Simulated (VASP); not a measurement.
Crystal: ZnS.

```
Zn S
1.0
     0.00000    2.70200    2.70200
     2.70200    0.00000    2.70200
     2.70200    2.70200    0.00000
Zn S
1 1
Cartesian
  1.3510 1.3510 1.3510
  0.0000 0.0000 0.0000
```

| Item | Value |
| --- | --- |
| Program | VASP 6.6.1 |
| Task | relaxation of cell and atoms |
| Functional | PBE |
| Potentials or basis | VASP PAW PBE potentials, release 64 (Zn, S) |
| Cutoff | 600 eV |
| k mesh | 10 × 10 × 10 |
| Occupations | gaussian, width 0.02 eV |
| Spin | no spin polarisation |

At the start: pressure 1.8 GPa; volume 19.73 Å³/atom.

How do energy, volume and symmetry change on relaxing?

Over 3 steps the energy falls by 2.6 meV/atom and the volume is 20.20 Å³/atom (+2.4 %); space group F-43m (No. 216, to 0.05 Å).

Step by step:
| step | energy change (eV) | largest force (eV/Å) | pressure (GPa) | volume (Å³) |
| --- | --- | --- | --- | --- |
| 1 | 0.0000 | 0.0000 | 1.76 | 39.45 |
| 2 | -0.0047 | 0.0000 | -0.50 | 40.71 |
| 3 | -0.0051 | 0.0000 | 0.00 | 40.41 |

Final structure:
```cif
data_structure
_symmetry_space_group_name_H-M 'P 1'
_symmetry_Int_Tables_number 1
_cell_length_a 3.8518
_cell_length_b 3.8518
_cell_length_c 3.8518
_cell_angle_alpha 60.000
_cell_angle_beta 60.000
_cell_angle_gamma 60.000
_cell_volume 40.41
loop_
_atom_site_label
_atom_site_type_symbol
_atom_site_fract_x
_atom_site_fract_y
_atom_site_fract_z
_atom_site_occupancy
Zn1 Zn 0.25000 0.25000 0.25000 1
S1 S 0.00000 0.00000 0.00000 1
```
